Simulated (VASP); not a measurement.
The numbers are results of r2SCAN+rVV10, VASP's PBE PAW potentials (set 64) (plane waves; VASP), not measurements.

The input files of a VASP run:

File KPOINTS:
```
Automatic mesh
0
Gamma
11 11 11
0 0 0
```

### POSCAR
```
LiF
1
    0.0000000000     2.0211931629     2.0211931629
    2.0211931629     0.0000000000     2.0211931629
    2.0211931629     2.0211931629     0.0000000000
Li F
1 1
Direct
  0.0000000000   0.0000000000   0.0000000000
  0.5000000000   0.5000000000   0.5000000000
```

### INCAR
```
SYSTEM  =  LiF
PREC  =  Accurate; ENCUT  =  520; LREAL  =  .FALSE.
LASPH  =  .TRUE.
EDIFF  =  1E-7; NELM  =  100; ALGO  =  Normal
LMIXTAU  =  .TRUE.
ISMEAR  =  0; SIGMA  =  0.05
METAGGA  =  R2SCAN; LUSE_VDW  =  .TRUE.; BPARAM  =  11.95
CPARAM  =  0.0093
ISIF  =  2
LWAVE  =  .FALSE.; LCHARG  =  .FALSE.
```

POTCAR, in this order: Li_sv F (PBE.64 set). Program: vasp_std.

Output of the run:

### OSZICAR
```
       N       E                     dE             d eps       ncg     rms          rms(c)
DAV:   1     0.285256696513E+02    0.28526E+02   -0.58994E+03  1064   0.116E+03
DAV:   2    -0.135839252513E+02   -0.42110E+02   -0.40852E+02  1116   0.214E+02
DAV:   3    -0.146266414830E+02   -0.10427E+01   -0.10399E+01  1354   0.323E+01
DAV:   4    -0.146368570534E+02   -0.10216E-01   -0.10203E-01  1350   0.317E+00
DAV:   5    -0.146369215926E+02   -0.64539E-04   -0.64539E-04  1366   0.150E-01    0.383E+00
DAV:   6    -0.115484105435E+02    0.30885E+01   -0.48339E-01  1337   0.698E+00    0.182E+00
DAV:   7    -0.125795067175E+02   -0.10311E+01   -0.29553E+00  1137   0.151E+01    0.278E+00
DAV:   8    -0.116549447257E+02    0.92456E+00   -0.38184E-01  1020   0.619E+00    0.139E+00
DAV:   9    -0.114052606459E+02    0.24968E+00   -0.55589E-01  1013   0.754E+00    0.113E+00
DAV:  10    -0.115622060886E+02   -0.15695E+00   -0.25328E-01  1008   0.560E+00    0.717E-02
DAV:  11    -0.115671193714E+02   -0.49133E-02   -0.33181E-03  1016   0.899E-01    0.933E-02
DAV:  12    -0.115672336484E+02   -0.11428E-03   -0.39033E-03  1026   0.708E-01    0.941E-02
DAV:  13    -0.115676697534E+02   -0.43610E-03   -0.13312E-03  1024   0.439E-01    0.173E-02
DAV:  14    -0.115678867921E+02   -0.21704E-03   -0.73382E-05  1033   0.131E-01    0.306E-03
DAV:  15    -0.115678926870E+02   -0.58949E-05   -0.18424E-06  1373   0.186E-02    0.196E-03
DAV:  16    -0.115678990231E+02   -0.63360E-05   -0.36368E-07  1293   0.812E-03    0.682E-04
DAV:  17    -0.115678997228E+02   -0.69973E-06   -0.35035E-07  1036   0.906E-03    0.262E-04
DAV:  18    -0.115679004022E+02   -0.67938E-06   -0.29597E-08  1099   0.252E-03    0.133E-04
DAV:  19    -0.115679002702E+02    0.13199E-06   -0.12363E-09   541   0.576E-04    0.103E-04
DAV:  20    -0.115679003238E+02   -0.53635E-07   -0.10004E-09   522   0.466E-04
   1 F= -.11567900E+02 E0= -.11567900E+02  d E =-.479336E-20
```

**OUTCAR**
```
------------------------ aborting loop because EDIFF is reached ----------------------------------------
  FORCE on cell =-STRESS in cart. coord.  units (eV):
  Direction    XX          YY          ZZ          XY          YZ          ZX
  --------------------------------------------------------------------------------------
  Total       -0.4663937     -0.4663937     -0.4663937     -0.0000000      0.0000000     -0.0000000
  in kB      -45.2490851    -45.2490851    -45.2490851     -0.0000000      0.0000000     -0.0000000
  external PRESSURE =     -45.2490851 kB  Pullay stress =       0.0000000 kB
  volume of cell :       16.51
      direct lattice vectors                 reciprocal lattice vectors
     0.000000000  2.021193163  2.021193163    -0.247378632  0.247378632  0.247378632
     2.021193163  0.000000000  2.021193163     0.247378632 -0.247378632  0.247378632
     2.021193163  2.021193163  0.000000000     0.247378632  0.247378632 -0.247378632
  FREE ENERGIE OF THE ION-ELECTRON SYSTEM (eV)
  ---------------------------------------------------
  free  energy   TOTEN  =       -11.5679003238 eV

  energy  without entropy=      -11.5679003238  energy(sigma->0) =      -11.56790032
```
(Selected blocks of OUTCAR.)

The compound is LiF in the rock salt structure. This cell is one point of a volume scan, at 1.06 of the reference volume.
